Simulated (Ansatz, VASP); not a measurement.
**Na3ScTe3: VASP beside Ansatz**

```xyz
7
Lattice="5.7686 0.0000 0.0000 0.0000 5.7686 0.0000 0.0000 0.0000 5.7686" Properties=species:S:1:pos:R:3 pbc="T T T"
Na    2.8843    2.8843    0.0000
Na    0.0000    2.8843    2.8843
Na    2.8843    0.0000    2.8843
Sc    2.8843    2.8843    2.8843
Te    2.8843    0.0000    0.0000
Te    0.0000    2.8843    0.0000
Te    0.0000    0.0000    2.8843
```

Change from the starting cell: species swapped into the La3GaBr3 type (Pm-3m, No. 221).

Alike in both runs: task single point; functional PBE; k mesh 4 × 4 × 4; occupations gaussian, width 0.1 eV; no spin polarisation.

|  | VASP | Ansatz |
| --- | --- | --- |
| version | VASP 6.6.1 | Ansatz 0.2.0 |
| potentials or method | VASP PAW PBE potentials, release 64 (Na_pv, Sc_sv, Te) | scalar-relativistic, plane waves, PAW |
| plane-wave cutoff (eV) | 520 | 420 |
| valence electrons in the cell | 50 | 86 |

|  | VASP | Ansatz | Ansatz less VASP |
| --- | --- | --- | --- |
| gap on the k mesh at the Fermi level (eV) | none | none | - |
| pressure (GPa) | 5.4 | 5.3 | -0.05 |

A gap of «none» marks a metal or a gap that the smearing closes. The two sets of potentials don't hold the same shells in valence.

The runs have no spin-orbit coupling, so splittings on Te are missing.
